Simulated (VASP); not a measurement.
Level of theory: SCAN meta-GGA, VASP's PBE PAW potentials (set 64) (plane waves; VASP).

VASP input:

File POSCAR:
```
W
1
   -1.5767320797     1.5767320797     1.5767320797
    1.5767320797    -1.5767320797     1.5767320797
    1.5767320797     1.5767320797    -1.5767320797
W
1
Direct
  0.0000000000   0.0000000000   0.0000000000
```

### INCAR
```
LMIXTAU = T
ENCUT = 520
LMAXMIX = 6   ! l cut-off of mixed one-centre charges
METAGGA = SCAN
NELM = 100
LWAVE = F
LREAL = F   ! projection in real space or not
ISMEAR = 1   ! Methfessel-Paxton
LASPH = T
LCHARG = F
SIGMA = 0.1   ! width (eV)
ALGO = Normal   ! blocked Davidson
EDIFF = 1E-7   ! SCF stop (eV)
ISIF = 2
PREC = Accurate
SYSTEM = W
```

KPOINTS:
```
Automatic
0
Gamma
16 16 16
0 0 0
```

POTCAR, in this order: W_sv (PBE.64 set). Program: vasp_std.

Output

OUTCAR:
```
 ion  position               nearest neighbor table
   1  0.000  0.000  0.000-
  LATTYP: Found a body centered cubic cell.
 ALAT       =     3.1534641594
 Subroutine PRICEL returns:
 Original cell was already a primitive cell.
 Subroutine GETGRP returns: Found 48 space group operations
The static configuration has the point symmetry O_h .
The dynamic configuration has the point symmetry O_h .
 Subroutine INISYM returns: Found 48 space group operations
 Subroutine IBZKPT returns following result:
 Found    145 irreducible k-points:

 Following reciprocal coordinates:
            Coordinates               Weight
  0.000000  0.000000  0.000000      1.000000
  0.062500  0.000000  0.000000     12.000000
  0.125000  0.000000  0.000000     12.000000
  0.187500  0.000000  0.000000     12.000000
  0.250000  0.000000  0.000000     12.000000
  0.312500  0.000000  0.000000     12.000000
  0.375000  0.000000  0.000000     12.000000
  0.437500  0.000000  0.000000     12.000000
  0.500000  0.000000  0.000000      6.000000
  0.062500  0.062500  0.000000     24.000000
  0.125000  0.062500 -0.000000     48.000000
  0.187500  0.062500  0.000000     48.000000
  0.250000  0.062500  0.000000     48.000000
  0.312500  0.062500  0.000000     48.000000
  0.375000  0.062500  0.000000     48.000000
  0.437500  0.062500  0.000000     48.000000
  0.125000  0.125000  0.000000     24.000000
  0.187500  0.125000  0.000000     48.000000
  0.250000  0.125000 -0.000000     48.000000
  0.312500  0.125000  0.000000     48.000000
  0.375000  0.125000  0.000000     48.000000
  0.437500  0.125000  0.000000     24.000000
  0.187500  0.187500  0.000000     24.000000
  0.250000  0.187500  0.000000     48.000000
  0.312500  0.187500  0.000000     48.000000
...
```

File OSZICAR:
```
       N       E                     dE             d eps       ncg     rms          rms(c)
DAV:   1     0.192495737421E+02    0.19250E+02   -0.80404E+03  3198   0.148E+03
DAV:   2    -0.722719272273E+02   -0.91522E+02   -0.88570E+02  3427   0.343E+02
DAV:   3    -0.738319474291E+02   -0.15600E+01   -0.15461E+01  3630   0.450E+01
DAV:   4    -0.738399298805E+02   -0.79825E-02   -0.79818E-02  3417   0.349E+00
DAV:   5    -0.738399945270E+02   -0.64646E-04   -0.64646E-04  3592   0.317E-01    0.247E+01
DAV:   6    -0.691267740610E+02    0.47132E+01   -0.23811E+00  3289   0.228E+01    0.527E+00
DAV:   7    -0.701012985700E+02   -0.97452E+00   -0.20071E-01  3270   0.722E+00    0.245E+00
DAV:   8    -0.692379371434E+02    0.86336E+00   -0.51091E-01  3253   0.105E+01    0.230E+00
DAV:   9    -0.696730154856E+02   -0.43508E+00   -0.10009E-01  3259   0.341E+00    0.939E-01
DAV:  10    -0.696945566023E+02   -0.21541E-01   -0.47173E-02  3208   0.265E+00    0.812E-01
DAV:  11    -0.697351665265E+02   -0.40610E-01   -0.17033E-02  3224   0.162E+00    0.472E-01
DAV:  12    -0.696780888493E+02    0.57078E-01   -0.19453E-01  3205   0.526E+00    0.474E-01
DAV:  13    -0.696962098433E+02   -0.18121E-01   -0.33628E-02  3253   0.257E+00    0.316E-01
DAV:  14    -0.697000276908E+02   -0.38178E-02   -0.47874E-03  3334   0.870E-01    0.247E-01
DAV:  15    -0.697001777299E+02   -0.15004E-03   -0.26000E-05  3567   0.711E-02    0.244E-01
DAV:  16    -0.696974538912E+02    0.27238E-02   -0.13935E-03  3232   0.470E-01    0.226E-01
DAV:  17    -0.696941584698E+02    0.32954E-02   -0.78041E-03  3235   0.115E+00    0.431E-02
DAV:  18    -0.696940881529E+02    0.70317E-04   -0.10884E-03  3190   0.461E-01    0.846E-02
DAV:  19    -0.696940572566E+02    0.30896E-04   -0.56259E-05  3340   0.106E-01    0.840E-02
DAV:  20    -0.696940421210E+02    0.15136E-04   -0.45735E-05  3238   0.102E-01    0.567E-02
DAV:  21    -0.696938839194E+02    0.15820E-03   -0.13248E-04  3226   0.142E-01    0.281E-02
DAV:  22    -0.696938516619E+02    0.32258E-04   -0.31727E-05  3392   0.677E-02    0.127E-02
DAV:  23    -0.696938478176E+02    0.38443E-05   -0.99090E-06  3208   0.455E-02    0.720E-03
DAV:  24    -0.696938427265E+02    0.50911E-05   -0.40411E-06  3286   0.232E-02    0.355E-03
DAV:  25    -0.696938421438E+02    0.58270E-06   -0.11134E-06  3349   0.159E-02    0.203E-03
DAV:  26    -0.696938401674E+02    0.19764E-05   -0.74571E-07  3262   0.104E-02    0.781E-04
DAV:  27    -0.696938400406E+02    0.12677E-06   -0.20451E-07  3364   0.594E-03    0.331E-04
DAV:  28    -0.696938400193E+02    0.21297E-07   -0.31509E-08  1676   0.211E-03
   1 F= -.69693840E+02 E0= -.69693669E+02  d E =-.512510E-03
```

**OUTCAR**
```
------------------------ aborting loop because EDIFF is reached ----------------------------------------
  FORCE on cell =-STRESS in cart. coord.  units (eV):
  Direction    XX          YY          ZZ          XY          YZ          ZX
  --------------------------------------------------------------------------------------
  Total       -0.0615904     -0.0615904     -0.0615904      0.0000000      0.0000000      0.0000000
  in kB       -6.2934689     -6.2934689     -6.2934689      0.0000000      0.0000000      0.0000000
  external PRESSURE =      -6.2934689 kB  Pullay stress =       0.0000000 kB
  volume of cell :       15.68
      direct lattice vectors                 reciprocal lattice vectors
    -1.576732080  1.576732080  1.576732080     0.000000000  0.317111579  0.317111579
     1.576732080 -1.576732080  1.576732080     0.317111579  0.000000000  0.317111579
     1.576732080  1.576732080 -1.576732080     0.317111579  0.317111579  0.000000000
 POSITION                                       TOTAL-FORCE (eV/Angst)
 -----------------------------------------------------------------------------------
      0.00000      0.00000      0.00000         0.000000      0.000000      0.000000
 -----------------------------------------------------------------------------------
    total drift:                                0.000000     -0.000000      0.000000
  FREE ENERGIE OF THE ION-ELECTRON SYSTEM (eV)
  ---------------------------------------------------
  free  energy   TOTEN  =       -69.6938400193 eV

  energy  without entropy=      -69.6933275098  energy(sigma->0) =      -69.69366918
```
(Selected blocks of OUTCAR.)

The compound is W in the bcc structure. It was relaxed first.
